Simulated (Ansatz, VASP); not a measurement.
## BAs: VASP beside Ansatz

Aim: how closely do two programs agree when they are given the same cell, functional and k mesh? The cell is taken from a series of runs on this material, whose earlier steps may have relaxed, scaled, displaced or heated it; both programs get it as it stands.

Program: Ansatz 0.2.0. Level of theory: plane waves, with VASP 6.6.1 beside it; zone-centre phonons at LDA. Results are calculated unless marked as measured.

## 1. Set-up

Symmetry: I-4m2, No. 119, tetragonal system. Conventional cell: a = 3.353 Å, b = 3.353 Å, c = 4.684 Å, α = 90.00°, β = 90.00°, γ = 90.00°. B has 4 As at 2.05 Å nearest. Nearest to As lie 4 B at 2.05 Å. Farther neighbours are not listed.

Coordinates:

```xyz
2
Lattice="0.0000 2.3709 2.3422 2.3709 0.0000 2.3422 2.3709 2.3709 0.0000" Properties=species:S:1:pos:R:3 pbc="T T T"
B     0.0000    0.0000    0.0000
As    3.5564    3.5564    3.5133
```

## 2. VASP: zone-centre phonons, LDA

Second derivatives magnify differences that forces hide, and they need a tight electronic threshold.

Lines of VASP's logs that name or quote its potential files are left out, and so is its time.

Input file INCAR:

```
SYSTEM = BAs
PREC = Accurate
ENCUT = 500
EDIFF = 1E-08
NELM = 120
ISMEAR = 0
SIGMA = 0.01
LREAL = .FALSE.
ALGO = Normal
GGA = CA
NBANDS = 10
LORBIT = 11
LWAVE = .FALSE.
LCHARG = .FALSE.
ISIF = 2
IBRION = 8
LEPSILON = .TRUE.
LASPH = .TRUE.
GGA_COMPAT = .FALSE.
EFERMI = MIDGAP
KPAR = 2
```

Input file POSCAR:

```
BAs
1.0
    0.0000000000      2.3709247456      2.3421726462
    2.3709247456      0.0000000000      2.3421726462
    2.3709247456      2.3709247456      0.0000000000
B As
1 1
Direct
    0.0000000000      0.0000000000      0.0000000000
    0.7500000000      0.7500000000      0.7500000000
```

Input file KPOINTS:

```
Automatic mesh
0
Gamma
12 12 12
0 0 0
```

The projector-augmented-wave data sets are B and As (LDA family, release 64).

The run is started by

```
$ mpirun -np 2 vasp_std
```

Numbers of over 12 decimals in the logs are rounded to 6 here.

Output:

```text
[banner, memory and clock lines left out]
running    2 mpi-ranks, on    1 nodes
 distrk:  each k-point on    1 cores,    2 groups
 distr:  one band on    1 cores,    1 groups

 POSCAR found type information on POSCAR B As
 POSCAR found :  2 types and       2 ions
 LDA part: xc-table for (Slater(with rela. corr.)+CA(PZ))
 , standard interpolation
 POSCAR, INCAR and KPOINTS ok, starting setup
 FFT: planning ... GRIDC
 FFT: planning ... GRID_SOFT
 FFT: planning ... GRID
 WAVECAR not read
 entering main loop
       N       E                     dE             d eps       ncg     rms          rms(c)
DAV:   1     0.998737524526E+01    0.99874E+01   -0.37831E+03  3268   0.687E+02
DAV:   2    -0.131086271946E+02   -0.23096E+02   -0.22171E+02  4622   0.105E+02
DAV:   3    -0.137184278652E+02   -0.60980E+00   -0.60862E+00  3882   0.169E+01
DAV:   4    -0.137201361045E+02   -0.17082E-02   -0.17081E-02  3962   0.996E-01
DAV:   5    -0.137201385418E+02   -0.24373E-05   -0.24372E-05  3796   0.376E-02    0.527E+00
DAV:   6    -0.130253588677E+02    0.69478E+00   -0.18696E+00  3498   0.603E+00    0.249E+00
DAV:   7    -0.129364622023E+02    0.88897E-01   -0.22355E-01  3938   0.252E+00    0.907E-01
DAV:   8    -0.129228049416E+02    0.13657E-01   -0.25442E-02  3562   0.892E-01    0.105E-01
DAV:   9    -0.129228292254E+02   -0.24284E-04   -0.72862E-04  3738   0.182E-01    0.597E-02
DAV:  10    -0.129228351397E+02   -0.59143E-05   -0.84948E-05  3540   0.553E-02    0.143E-02
DAV:  11    -0.129228365566E+02   -0.14169E-05   -0.16735E-06  3916   0.944E-03    0.133E-02
DAV:  12    -0.129228363950E+02    0.16158E-06   -0.77997E-07  3608   0.394E-03    0.298E-03
DAV:  13    -0.129228363972E+02   -0.22585E-08   -0.29590E-08  3786   0.125E-03
   1 F= -.12922836E+02 E0= -.12922836E+02  d E =0.000000E+00
 Linear response reoptimize wavefunctions to high precision
DAV:   1    -0.129228363964E+02    0.78785E-09   -0.57649E-09  3606   0.352E-04
DAV:   2    -0.129228363965E+02   -0.13188E-10   -0.12526E-10  2084   0.943E-05
 Linear response G [H, r] |phi>, progress :
  Direction:   1
       N       E                     dE             d eps       ncg     rms
RMM:   1    -0.443329320835E+02   -0.44333E+02   -0.37170E+01  8304   0.451E+01
RMM:   2    -0.346725144130E+02    0.96604E+01   -0.26917E+00  5377   0.107E+01
RMM:   3    -0.346753531468E+02   -0.28387E-02   -0.56837E-03  5647   0.879E-01
RMM:   4    -0.346769200506E+02   -0.15669E-02    0.16592E-03  5809   0.946E-02
RMM:   5    -0.346770917809E+02   -0.17173E-03    0.17996E-04  5780   0.113E-02
RMM:   6    -0.346771076506E+02   -0.15870E-04    0.25397E-05  5847   0.207E-03
RMM:   7    -0.346771091694E+02   -0.15188E-05    0.10146E-05  5333   0.884E-04
RMM:   8    -0.346771092888E+02   -0.11947E-06    0.84222E-06  4891   0.744E-04
RMM:   9    -0.346771092401E+02    0.48727E-07    0.43354E-06  4517   0.732E-04
RMM:  10    -0.346771090361E+02    0.20402E-06   -0.83617E-06  4105   0.731E-04
RMM:  11    -0.346771088832E+02    0.15291E-06   -0.46209E-05  3713   0.732E-04
 Linear response G [H, r] |phi>, progress :
  Direction:   2
       N       E                     dE             d eps       ncg     rms
RMM:   1    -0.353235679892E+02   -0.35324E+02    0.15714E+01  8126   0.426E+01
RMM:   2    -0.300283063376E+02    0.52953E+01   -0.19773E+00  5316   0.937E+00
RMM:   3    -0.300337008024E+02   -0.53945E-02   -0.52115E-03  5693   0.769E-01
RMM:   4    -0.300349275007E+02   -0.12267E-02    0.12370E-03  5835   0.836E-02
RMM:   5    -0.300350598860E+02   -0.13239E-03    0.12179E-04  5846   0.103E-02
RMM:   6    -0.300350720512E+02   -0.12165E-04    0.42163E-06  5833   0.193E-03
RMM:   7    -0.300350733030E+02   -0.12518E-05   -0.80895E-06  5275   0.847E-04
RMM:   8    -0.300350734184E+02   -0.11534E-06   -0.85244E-06  4857   0.717E-04
RMM:   9    -0.300350733767E+02    0.41659E-07   -0.79778E-06  4566   0.705E-04
RMM:  10    -0.300350731838E+02    0.19293E-06   -0.15167E-06  4187   0.704E-04
RMM:  11    -0.300350729369E+02    0.24688E-06    0.17353E-05  3743   0.704E-04
 Linear response G [H, r] |phi>, progress :
  Direction:   3
       N       E                     dE             d eps       ncg     rms
RMM:   1    -0.395417949609E+02   -0.39542E+02   -0.58222E+00  8064   0.439E+01
RMM:   2    -0.323544259220E+02    0.71874E+01   -0.23720E+00  5317   0.101E+01
RMM:   3    -0.323571135885E+02   -0.26877E-02   -0.19007E-02  5643   0.827E-01
RMM:   4    -0.323573171210E+02   -0.20353E-03    0.52008E-05  5787   0.895E-02
RMM:   5    -0.323573429290E+02   -0.25808E-04    0.23178E-05  5761   0.107E-02
RMM:   6    -0.323573454526E+02   -0.25236E-05    0.23202E-06  5769   0.188E-03
RMM:   7    -0.323573457062E+02   -0.25355E-06    0.31426E-07  5236   0.728E-04
RMM:   8    -0.323573457963E+02   -0.90138E-07    0.35619E-07  4802   0.591E-04
RMM:   9    -0.323573457947E+02    0.16309E-08    0.47231E-06  4432   0.578E-04
RMM:  10    -0.323573457172E+02    0.77471E-07    0.21909E-05  4053   0.579E-04
[...]
RMM:   3    -0.558160065894E+00   -0.21298E-04   -0.29308E-05  5581   0.240E-02
RMM:   4    -0.558160248247E+00   -0.18235E-06   -0.21385E-07  5618   0.203E-03
RMM:   5    -0.558160248867E+00   -0.62022E-09   -0.44243E-09  5091   0.209E-04
 change of polarisation eV/A/(eV/A) component  2 :     0.452     1.116    -0.295
[...]
change of polarisation eV/A/(eV/A) component  2 :     0.239     1.266     0.018
 dielectric tensor                  component  2 :     1.645     9.701     0.123
 Linear response to external field, progress :
  Direction:   3
       N       E                     dE             d eps       ncg     rms          rms(c)
RMM:   1    -0.634475967075E+00   -0.63448E+00   -0.28413E+00 12613   0.293E+00
RMM:   2    -0.648066625151E+00   -0.13591E-01   -0.63232E-03  9238   0.394E-01    0.122E+00
RMM:   3    -0.633509992047E+00    0.14557E-01   -0.60347E-03  9432   0.446E-01    0.699E-01
RMM:   4    -0.653514002169E+00   -0.20004E-01   -0.77970E-03  9289   0.524E-01    0.734E-02
RMM:   5    -0.656721047636E+00   -0.32070E-02   -0.12660E-04  9595   0.716E-02    0.839E-03
RMM:   6    -0.656829235207E+00   -0.10819E-03   -0.75656E-07  9756   0.645E-03    0.445E-03
RMM:   7    -0.656889425723E+00   -0.60191E-04   -0.14187E-07  9777   0.281E-03    0.273E-04
RMM:   8    -0.656896900324E+00   -0.74746E-05   -0.27372E-09  9539   0.230E-04    0.105E-04
RMM:   9    -0.656894286418E+00    0.26139E-05   -0.26982E-09  8865   0.110E-04    0.227E-05
RMM:  10    -0.656894400372E+00   -0.11395E-06    0.37106E-09  5635   0.366E-05    0.455E-06
 change of polarisation eV/A/(eV/A) component  3 :     0.442     0.100     1.236
 dielectric tensor                  component  3 :     3.038     0.690     9.495
 Linear response DOF=           4
 Linear response progress:
  Degree of freedom:   1/  4
       N       E                     dE             d eps       ncg     rms          rms(c)
RMM:   1    -0.443839466799E-01   -0.44384E-01   -0.95295E-04 22921   0.110E+00
RMM:   2    -0.412120159921E-01    0.31719E-02   -0.11240E-03 14972   0.218E-01    0.104E-01
RMM:   3    -0.412470900867E-01   -0.35074E-04   -0.15517E-04 15798   0.710E-02    0.544E-02
RMM:   4    -0.415441322765E-01   -0.29704E-03   -0.13979E-04 15444   0.659E-02    0.749E-03
RMM:   5    -0.415231240886E-01    0.21008E-04   -0.70959E-07 16490   0.704E-03    0.728E-04
RMM:   6    -0.415211135579E-01    0.20105E-05   -0.10542E-08 16383   0.566E-04    0.275E-04
RMM:   7    -0.415204361573E-01    0.67740E-06   -0.45317E-09 16735   0.257E-04    0.485E-05
RMM:   8    -0.415205279987E-01   -0.91841E-07   -0.44773E-09 16901   0.605E-05    0.138E-05
RMM:   9    -0.415204887384E-01    0.39260E-07   -0.43577E-09 17499   0.421E-05    0.167E-06
RMM:  10    -0.415204895356E-01   -0.79721E-09   -0.41604E-09 15760   0.331E-05    0.421E-07
 first order change of Fermi-energy   0.28455E-04
 force on displaced ion       1 direction 1 : -17.461  -0.000   0.000
 Born effective charge ion    1 direction 1 :  -0.595   0.000   0.000
 Linear response progress:
  Degree of freedom:   2/  4
       N       E                     dE             d eps       ncg     rms          rms(c)
RMM:   1    -0.439678927759E-01   -0.43968E-01    0.81629E-04 13177   0.109E+00
RMM:   2    -0.411863238638E-01    0.27816E-02   -0.10740E-03  8813   0.213E-01    0.103E-01
RMM:   3    -0.412221572582E-01   -0.35833E-04   -0.14814E-04  9203   0.700E-02    0.539E-02
RMM:   4    -0.415153011055E-01   -0.29314E-03   -0.13313E-04  9025   0.648E-02    0.754E-03
RMM:   5    -0.414953342654E-01    0.19967E-04   -0.75058E-07  9578   0.703E-03    0.745E-04
RMM:   6    -0.414933018826E-01    0.20324E-05   -0.10472E-08  9522   0.585E-04    0.272E-04
RMM:   7    -0.414925223382E-01    0.77954E-06   -0.65933E-09  9732   0.281E-04    0.492E-05
RMM:   8    -0.414926067167E-01   -0.84379E-07   -0.49579E-09  9868   0.655E-05    0.139E-05
RMM:   9    -0.414925655515E-01    0.41165E-07   -0.46604E-09 10212   0.455E-05    0.171E-06
RMM:  10    -0.414925671694E-01   -0.16179E-08   -0.45486E-09  9033   0.367E-05    0.686E-07
 first order change of Fermi-energy   0.43318E-03
 force on displaced ion       1 direction 3 :   0.000   0.000 -17.468
 Born effective charge ion    1 direction 3 :   0.000   0.000  -0.609
 Linear response progress:
  Degree of freedom:   3/  4
       N       E                     dE             d eps       ncg     rms          rms(c)
RMM:   1    -0.402859490646E-01   -0.40286E-01    0.27218E-02 23199   0.115E+00
RMM:   2    -0.377427654670E-01    0.25432E-02   -0.90697E-04 15151   0.216E-01    0.985E-02
RMM:   3    -0.376361940616E-01    0.10657E-03   -0.12861E-05 16275   0.267E-02    0.576E-02
RMM:   4    -0.376748827078E-01   -0.38689E-04   -0.18694E-05 16005   0.299E-02    0.318E-03
RMM:   5    -0.376688348404E-01    0.60479E-05   -0.27088E-08 16797   0.250E-03    0.862E-04
RMM:   6    -0.376651977306E-01    0.36371E-05    0.21343E-08 16699   0.465E-04    0.128E-04
RMM:   7    -0.376647150240E-01    0.48271E-06    0.20181E-08 17219   0.104E-04    0.476E-05
RMM:   8    -0.376646869527E-01    0.28071E-07    0.20853E-08 17327   0.540E-05    0.143E-05
RMM:   9    -0.376647199410E-01   -0.32988E-07    0.23360E-08 17466   0.446E-05    0.680E-07
RMM:  10    -0.376647238385E-01   -0.38975E-08    0.32213E-08 12994   0.406E-05    0.318E-07
 first order change of Fermi-energy   0.31325E-04
 force on displaced ion       2 direction 1 : -17.461  -0.000   0.000
 Born effective charge ion    2 direction 1 :   0.589   0.000   0.000
 Linear response progress:
  Degree of freedom:   4/  4
       N       E                     dE             d eps       ncg     rms          rms(c)
RMM:   1    -0.397798268196E-01   -0.39780E-01    0.29314E-02 13334   0.114E+00
RMM:   2    -0.376475624213E-01    0.21323E-02   -0.88141E-04  8956   0.213E-01    0.969E-02
RMM:   3    -0.375366871231E-01    0.11088E-03   -0.12483E-05  9536   0.265E-02    0.568E-02
RMM:   4    -0.375665452922E-01   -0.29858E-04   -0.18688E-05  9344   0.298E-02    0.314E-03
RMM:   5    -0.375617764508E-01    0.47688E-05    0.16080E-08  9777   0.251E-03    0.848E-04
RMM:   6    -0.375585077483E-01    0.32687E-05    0.79086E-09  9761   0.485E-04    0.134E-04
RMM:   7    -0.375579335414E-01    0.57421E-06   -0.24669E-09 10005   0.106E-04    0.488E-05
RMM:   8    -0.375578465935E-01    0.86948E-07   -0.57775E-09  9487   0.628E-05    0.126E-05
RMM:   9    -0.375578870520E-01   -0.40458E-07   -0.59334E-09 10250   0.485E-05    0.721E-07
RMM:  10    -0.375578942064E-01   -0.71544E-08   -0.34791E-09  7736   0.444E-05    0.223E-07
 first order change of Fermi-energy   0.23137E-03
 force on displaced ion       2 direction 3 :  -0.000  -0.000 -17.471
 Born effective charge ion    2 direction 3 :   0.000   0.000   0.604
 Born effective charges drift removed
 Linear response finished
```

Parts of OUTCAR (step 2):

```text
ion  position               nearest neighbor table
   1  0.000  0.000  0.000-   2 2.05   2 2.05   2 2.05   2 2.05
   2  0.750  0.750  0.750-   1 2.05   1 2.05   1 2.05   1 2.05

  LATTYP: Found a body centered tetragonal cell.
 ALAT       =     3.3529939306
 C/A-ratio  =     1.3970634571

 Subroutine GETGRP returns: Found  8 space group operations
 (whereof  8 operations were pure point group operations)

The static configuration has the point symmetry D_2d.

 Found    163 irreducible k-points:

   k-points           NKPTS =    163   k-points in BZ     NKDIM =    163   number of bands    NBANDS=     10

   dimension x,y,z NGX =    24 NGY =   24 NGZ =   24
   dimension x,y,z NGXF=    48 NGYF=   48 NGZF=   48

   ENCUT  =  500.0 eV  36.75 Ry    6.06 a.u.   6.08  6.08  6.11*2*pi/ulx,y,z

   NELECT =       8.0000    total number of electrons

 k-points in reciprocal lattice and weights: Automatic mesh
   0.00000000  0.00000000  0.00000000       0.001
   0.08333333 -0.00000000  0.00000000       0.005
   0.16666667 -0.00000000  0.00000000       0.005
   0.25000000 -0.00000000  0.00000000       0.005
   0.33333333 -0.00000000  0.00000000       0.005
   0.41666667 -0.00000000  0.00000000       0.005
   0.50000000 -0.00000000  0.00000000       0.002
   0.08333333  0.08333333  0.00000000       0.001
   0.16666667  0.08333333  0.00000000       0.005
[...]
-0.33333333  0.16666667  0.50000000       0.002
  -0.25000000  0.25000000  0.50000000       0.001

 average (electrostatic) potential at core
       1 -31.5117       2 -51.6353

  Total        0.1706504      0.1706504      0.5911062      0.0000000      0.0000000     -0.0000000
  in kB       10.3832532     10.3832532     35.9659615      0.0000000      0.0000000     -0.0000000
  external PRESSURE =      18.9108227 kB  Pullay stress =       0.0000000 kB

  energy-cutoff  :      500.00
  volume of cell :       26.33
      direct lattice vectors                 reciprocal lattice vectors
     0.000000000  2.370924746  2.342172646    -0.210888178  0.210888178  0.213477004
     2.370924746  0.000000000  2.342172646     0.210888178 -0.210888178  0.213477004
     2.370924746  2.370924746  0.000000000     0.210888178  0.210888178 -0.213477004

 POSITION                                       TOTAL-FORCE (eV/Angst)
 -----------------------------------------------------------------------------------
      0.00000      0.00000      0.00000         0.000000      0.000000     -0.000000
      3.55639      3.55639      3.51326        -0.000000     -0.000000      0.000000
 -----------------------------------------------------------------------------------
    total drift:                               -0.000000     -0.000000     -0.000000

 MACROSCOPIC STATIC DIELECTRIC TENSOR (including local field effects in DFT)
 ------------------------------------------------------
           9.700538     0.000000     0.000000
           0.000000     9.700538     0.000000
           0.000000    -0.000000     9.494572
 ------------------------------------------------------

 PIEZOELECTRIC TENSOR (including local field effects)  for field in x, y, z        (C/m^2)
          XX          YY          ZZ          XY          YZ          ZX
  --------------------------------------------------------------------------------
  x     0.00000    -0.00000     0.00000     0.00000    -0.12645     0.00000
  y    -0.00000     0.00000     0.00000     0.00000     0.00000    -0.12646
  z     0.00000     0.00000     0.00000    -0.14062     0.00000     0.00000

 BORN EFFECTIVE CHARGES (including local field effects) (in |e|, cummulative output)
 ---------------------------------------------------------------------------------
 ion    1
    1    -0.59083     0.00000    -0.00000
    2     0.00000    -0.59083     0.00000
    3     0.00000     0.00000    -0.60675
 ion    2
    1     0.59083     0.00000     0.00000
    2     0.00000     0.59083     0.00000
    3     0.00000     0.00000     0.60675

 Eigenvectors and eigenvalues of the dynamical matrix
 ----------------------------------------------------

   1 f  =   21.257337 THz   133.563786 2PiTHz  709.068432 cm-1    87.913241 meV
             X         Y         Z           dx          dy          dz
      0.000000  0.000000  0.000000     0.000000    0.000000    0.934815
      3.556387  3.556387  3.513259     0.000000    0.000000   -0.355134

   2 f  =   21.253119 THz   133.537282 2PiTHz  708.927726 cm-1    87.895796 meV
             X         Y         Z           dx          dy          dz
      0.000000  0.000000  0.000000     0.000000   -0.934828    0.000000
      3.556387  3.556387  3.513259     0.000000    0.355101    0.000000

   3 f  =   21.253119 THz   133.537282 2PiTHz  708.927726 cm-1    87.895796 meV
             X         Y         Z           dx          dy          dz
      0.000000  0.000000  0.000000     0.934828    0.000000    0.000000
      3.556387  3.556387  3.513259    -0.355101    0.000000    0.000000

   4 f/i=    0.000125 THz     0.000785 2PiTHz    0.004168 cm-1     0.000517 meV
             X         Y         Z           dx          dy          dz
      0.000000  0.000000  0.000000    -0.055757    0.350697    0.000000
      3.556387  3.556387  3.513259    -0.146784    0.923232    0.000000

   5 f/i=    0.000125 THz     0.000785 2PiTHz    0.004168 cm-1     0.000517 meV
             X         Y         Z           dx          dy          dz
      0.000000  0.000000  0.000000     0.350697    0.055757    0.000000
      3.556387  3.556387  3.513259     0.923232    0.146784    0.000000

   6 f/i=    0.000620 THz     0.003895 2PiTHz    0.020679 cm-1     0.002564 meV
             X         Y         Z           dx          dy          dz
      0.000000  0.000000  0.000000    -0.000000   -0.000000    0.355134
      3.556387  3.556387  3.513259    -0.000000   -0.000000    0.934815

 MACROSCOPIC STATIC DIELECTRIC TENSOR IONIC CONTRIBUTION
 ------------------------------------------------------
           0.137384     0.000000     0.000000
           0.000000     0.137384     0.000000
           0.000000     0.000000     0.144819
 ------------------------------------------------------

 ELASTIC MODULI CONTR FROM IONIC RELAXATION (kBar)
 Direction    XX          YY          ZZ          XY          YZ          ZX
 --------------------------------------------------------------------------------
 XX           0.0000      0.0000      0.0000      0.0000      0.0000      0.0000
 YY           0.0000      0.0000      0.0000      0.0000      0.0000      0.0000
 ZZ           0.0000      0.0000      0.0000      0.0000      0.0000      0.0000
 XY           0.0000      0.0000      0.0000   -233.4697      0.0000      0.0000
 YZ           0.0000      0.0000      0.0000      0.0000   -224.3832      0.0000
 ZX           0.0000      0.0000      0.0000      0.0000      0.0000   -217.6293
 --------------------------------------------------------------------------------

 PIEZOELECTRIC TENSOR IONIC CONTR  for field in x, y, z        (C/m^2)
          XX          YY          ZZ          XY          YZ          ZX
  --------------------------------------------------------------------------------
  x     0.00000     0.00000     0.00000     0.00000     0.16521     0.00000
  y     0.00000     0.00000     0.00000     0.00000     0.00000     0.16270
  z     0.00000     0.00000     0.00000     0.17302     0.00000     0.00000
```

Energies printed during the response cycles are not total energies of the cell.

(Part 1 of 2 ends here.)

[Lines on the potential files, build, host, timing and source positions are cut from VASP's logs without a mark.]

[Logs are printed without paths, hosts, clocks, repeated set-up lines and the standing remarks that a program may print on its own settings, such as how far it seeks lower states.]

[Hosts, paths, dates, database ids (printed as entryN), source tags and the programs' standing remarks are cut or masked in the printed files.]
